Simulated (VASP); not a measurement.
A hop in Au (fcc): Sn into a Au vacancy, in a supercell of 31 atoms. Nudged elastic band with 3 images between relaxed ends, without a climbing image, so the barrier is a lower bound. Level of theory: PBE GGA, VASP's PBE PAW potentials (set 64) (plane waves; VASP 6.6.1). Numerical set-up: PREC = Normal, LREAL = Auto, ISYM = 0, 400 eV cut-off, 2×2×2 Monkhorst-Pack mesh, first-order Methfessel-Paxton smearing of 0.10 eV, potentials Au Sn.

First end (POSCAR):

```
Au30Sn
1.0
     8.310599    0.000000    0.000000
     0.000000    8.310599    0.000000
     0.000000    0.000000    8.310599
Au Sn
30 1
Direct
     0.499702    0.005603    0.005956
     0.749455    0.250670    0.997355
     0.749708    0.996434    0.250977
     0.999570    0.000642    0.001093
     0.249881    0.250688    0.997235
     0.499647    0.501423    0.993696
     0.749026    0.748412    0.000166
     0.249760    0.996284    0.250902
     0.745409    0.501685    0.255171
     0.499758    0.993412    0.502416
     0.746307    0.254364    0.502214
     0.748859    0.999124    0.749412
     0.999663    0.496911    0.000869
     0.250581    0.748316    0.999884
     0.999827    0.249315    0.250236
     0.254076    0.501653    0.255296
     0.499662    0.744086    0.254265
     0.999572    0.999821    0.498100
     0.253304    0.253965    0.502415
     0.745441    0.744040    0.499916
     0.250339    0.999114    0.749550
     0.499788    0.253440    0.744292
     0.745154    0.499291    0.744796
     0.000001    0.747336    0.249256
     0.999509    0.498654    0.499404
     0.254167    0.743875    0.499922
     0.999664    0.248335    0.748230
     0.253836    0.499077    0.744498
     0.499645    0.746733    0.747187
     0.999730    0.748143    0.749114
     0.499692    0.264700    0.266202
```

Last end:

```
Au30Sn
1.0
     8.310599    0.000000    0.000000
     0.000000    8.310599    0.000000
     0.000000    0.000000    8.310599
Au Sn
30 1
Direct
     0.499782    0.002136    0.002788
     0.744756    0.249867    1.005965
     0.744951    1.005098    0.250562
     0.999484    0.000988    0.001523
     0.254507    0.249722    1.005896
     0.499708    0.495723    1.005690
     0.749431    0.749815    0.001257
     0.254256    1.004541    0.250241
     0.745309    0.494742    0.248131
     0.499467    1.005699    0.495956
     0.745990    0.247743    0.495657
     0.749064    1.000313    0.750416
     0.999781    0.500090    0.003403
     0.250498    0.749498    1.001120
     0.999754    0.250072    0.251128
     0.254027    0.494702    0.248478
     0.499842    0.755387    0.248781
     0.999651    1.002315    0.501199
     0.253492    0.247540    0.495829
     0.749954    0.752757    0.499528
     0.250350    1.000454    0.750769
     0.499885    0.247654    0.755885
     0.750278    0.499094    0.753985
    -0.000443    0.749430    0.252579
     0.999805    0.499458    0.500214
     0.249259    0.752836    0.499616
     0.999504    0.251719    0.750435
     0.249060    0.499032    0.753905
     0.499881    0.743815    0.743922
     0.999756    0.748912    0.749338
     0.499695    0.484395    0.485830
```

Task: Predict the energy profile and the barrier.

Result: 
| image | path length (Å) | E − E(first end) (eV) |
|---|---|---|
| 0 | 0.00 | 0.000 |
| 1 | 0.71 | 0.138 |
| 2 | 1.42 | 0.285 |
| 3 | 2.13 | 0.137 |
| 4 | 2.84 | 0.000 |
The highest image is number 2 (counting the first end as 0), 1.42 Å along the path. The barrier is 0.29 eV forward and 0.29 eV back; the ends differ by 0.00 eV.

The cell is a supercell with a defect, built from Au (fcc): Sn into a Au vacancy. The run is not spin-polarised, so no state with unpaired spins was tried.
